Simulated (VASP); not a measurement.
```yaml
crystal:
  lattice:
    - [-1.63862, 1.63862, 5.56337]
    - [1.63862, -1.63862, 5.56337]
    - [1.63862, 1.63862, -5.56337]
  atoms:
    - { symbol: V, position: [0.74927, 0.74927, 0.00000], spin: 0.1 }
    - { symbol: V, position: [0.49927, 0.99927, 0.50000], spin: 0.1 }
    - { symbol: Ge, position: [0.16673, 0.16673, 0.00000] }
    - { symbol: Ge, position: [0.91673, 0.41673, 0.50000] }
```

These are PBEsol GGA, VASP's PBE PAW potentials (set 64) (plane waves; VASP 6.6.1) values and carry that method's errors. Settings: 400 eV cut-off, Gaussian smearing of 0.050 eV, potentials V_sv Ge_d.

Question: Give the spin-up energies of bands 20 to 31 at the high-symmetry points, in eV from the Fermi level.

Answer: 
| band | Γ | X | P | N | M | S | R |
|---|---|---|---|---|---|---|---|
| 20 | -8.03 | -7.21 | -7.21 | -7.82 | -10.19 | -8.06 | -7.26 |
| 21 | -5.01 | -3.44 | -3.44 | -4.93 | -2.08 | -5.18 | -3.50 |
| 22 | -1.23 | -3.44 | -3.44 | -4.23 | -2.08 | -3.72 | -3.50 |
| 23 | -0.92 | -2.96 | -2.96 | -1.68 | -1.15 | -1.65 | -2.87 |
| 24 | -0.52 | -2.96 | -2.96 | -1.08 | -1.15 | -1.07 | -2.87 |
| 25 | -0.36 | -1.06 | -1.06 | -0.61 | -0.80 | -0.69 | -1.04 |
| 26 | -0.36 | -1.06 | -1.06 | -0.41 | -0.80 | -0.37 | -1.04 |
| 27 | 0.12 | -0.07 | -0.06 | -0.29 | 1.16 | -0.36 | -0.09 |
| 28 | 0.12 | -0.07 | -0.06 | 0.63 | 1.16 | 0.51 | -0.09 |
| 29 | 1.04 | 1.93 | 1.94 | 1.25 | 1.45 | 1.27 | 1.86 |
| 30 | 1.29 | 1.93 | 1.94 | 1.29 | 1.45 | 1.39 | 1.86 |
| 31 | 2.33 | 2.12 | 2.08 | 1.89 | 2.19 | 1.89 | 2.20 |

Question: Give the spin-down energies of bands 20 to 31 at the high-symmetry points, in eV from the Fermi level.

Answer: 
```csv
band,Γ,X,P,N,M,S,R
20,-8.03,-7.21,-7.21,-7.82,-10.19,-8.06,-7.26
21,-5.01,-3.44,-3.44,-4.93,-2.08,-5.18,-3.50
22,-1.23,-3.44,-3.44,-4.23,-2.08,-3.72,-3.50
23,-0.92,-2.96,-2.96,-1.68,-1.15,-1.65,-2.87
24,-0.52,-2.96,-2.96,-1.08,-1.15,-1.07,-2.87
25,-0.36,-1.06,-1.06,-0.61,-0.80,-0.69,-1.04
26,-0.36,-1.06,-1.06,-0.41,-0.80,-0.37,-1.04
27,0.12,-0.07,-0.06,-0.29,1.16,-0.36,-0.09
28,0.12,-0.07,-0.06,0.63,1.16,0.51,-0.09
29,1.04,1.93,1.94,1.25,1.45,1.27,1.86
30,1.29,1.93,1.94,1.29,1.45,1.39,1.86
31,2.33,2.12,2.08,1.89,2.19,1.89,2.20
```

It has no gap at this level: it comes out as a metal or semimetal.

The structure was generated: VGe was put into the NbAs type (I4_1md), which need not be its known phase. It was relaxed first.
